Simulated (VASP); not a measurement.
OSZICAR of a VASP run on SrTiO$_{3}$ (cubic perovskite):

### OSZICAR
```
       N       E                     dE             d eps       ncg     rms          rms(c)
DAV:   1     0.464140211626E+03    0.46414E+03   -0.21878E+04   960   0.186E+03
DAV:   2     0.395272657996E+01   -0.46019E+03   -0.45166E+03  1192   0.499E+02
DAV:   3    -0.404388961029E+02   -0.44392E+02   -0.43882E+02  1384   0.150E+02
DAV:   4    -0.425765689469E+02   -0.21377E+01   -0.21370E+01  1392   0.288E+01
DAV:   5    -0.426493516821E+02   -0.72783E-01   -0.72780E-01  1312   0.426E+00    0.261E+01
DAV:   6    -0.322792703929E+02    0.10370E+02   -0.69391E+01  1456   0.739E+01    0.161E+01
DAV:   7    -0.322372261424E+02    0.42044E-01   -0.10373E+01  1216   0.249E+01    0.104E+01
DAV:   8    -0.321948234004E+02    0.42403E-01   -0.22005E+00  1224   0.155E+01    0.304E+00
DAV:   9    -0.321159002044E+02    0.78923E-01   -0.47805E-01  1184   0.656E+00    0.968E-01
DAV:  10    -0.321174187631E+02   -0.15186E-02   -0.11638E-01  1328   0.252E+00    0.829E-01
DAV:  11    -0.321098155916E+02    0.76032E-02   -0.75262E-02  1440   0.217E+00    0.230E-01
DAV:  12    -0.321093441409E+02    0.47145E-03   -0.30228E-03  1176   0.577E-01    0.122E-01
DAV:  13    -0.321091830345E+02    0.16111E-03   -0.10923E-03  1352   0.292E-01    0.440E-02
DAV:  14    -0.321091960128E+02   -0.12978E-04   -0.87271E-05  1296   0.838E-02    0.191E-02
DAV:  15    -0.321091938588E+02    0.21540E-05   -0.91951E-06  1296   0.312E-02    0.829E-03
DAV:  16    -0.321091935296E+02    0.32917E-06   -0.24918E-06  1552   0.135E-02    0.552E-03
DAV:  17    -0.321091932336E+02    0.29603E-06   -0.99316E-07  1264   0.120E-02    0.142E-03
DAV:  18    -0.321091932034E+02    0.30156E-07   -0.87604E-08   624   0.240E-03
   1 F= -.32109193E+02 E0= -.32109193E+02  d E =-.739627E-26
```

### Question
Which electronic solver shows in the log?

### Answer
It is blocked Davidson (ALGO = Normal, or the opening steps of other solvers). The INCAR had ALGO = Normal.

### Question
Can the final energy be trusted as converged?

### Answer
Self-consistency was reached. It stopped with EDIFF = 1E-7, NELM = 100 (rev-vdW-DF2, plane waves, VASP's PBE PAW potentials (set 64)).

The compound is SrTiO3 in the cubic perovskite structure, the ideal cubic form; the compound distorts at low or room temperature. This cell is one point of a volume scan, at 1.03 of the reference volume.
